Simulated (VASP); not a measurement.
Al4Cr2O7, 13 atoms in the cell. It takes space group F-43m (No. 216, cubic). Conventional cell: a = 8.364 Å, b = 8.364 Å, c = 8.364 Å, α = 90.00°, β = 90.00°, γ = 90.00°. Cr (site symmetry -43m) is surrounded by 6 O at 2.03 Å. Around Cr (site symmetry -43m) lie 12 O at 2.96 Å. Around Al (site symmetry 3m) lie 4 O at 1.81 to 1.97 Å. O (site symmetry 2mm) is surrounded by 2 Al at 1.81 Å and 1 Cr at 2.03 Å. O (site symmetry -43m) has 4 Al at 1.97 Å as nearest neighbours. The cell was built by a generator and needn't be a form met in nature.

* Program: VASP 6.6.1
* Task: single point
* Functional: PBEsol
* Potentials or basis: VASP PAW PBE potentials, release 64 (Cr_pv, Al, O)
* Cutoff: 520 eV
* k mesh: 5 × 5 × 5
* Occupations: fermi-dirac, width 0.0168 eV
* Spin: collinear spin, typed start
* Starting moments: [3.0, -3.0, 0.0, 0.0, 0.0, 0.0, 0.0, 0.0, 0.0, 0.0, 0.0, 0.0, 0.0] μB
* Hubbard terms: Cr d U = 5.97 eV
* Dipole correction: no
* Further INCAR settings: ALGO = Normal; EDIFF = 1e-06; NBANDS = 55

Potentials or basis: VASP PAW PBE potentials, release 64 (Cr_pv, Al, O).

Launch:

```bash
$ cat potpaw_PBE.64/Cr_pv/POTCAR potpaw_PBE.64/Al/POTCAR potpaw_PBE.64/O/POTCAR > POTCAR
$ mpirun -np 1 vasp_std > vasp.out
```

Hardware: 1 thread of Intel(R) Xeon(R) Platinum 8488C (Sapphire Rapids), with other jobs on the host.

How long does it take, and how much memory?

Wall time 3.4 min on 1 thread of Intel(R) Xeon(R) Platinum 8488C (Sapphire Rapids) (shared host), peak memory 0.45 GiB. Counts: scf iterations 17, k points 10.
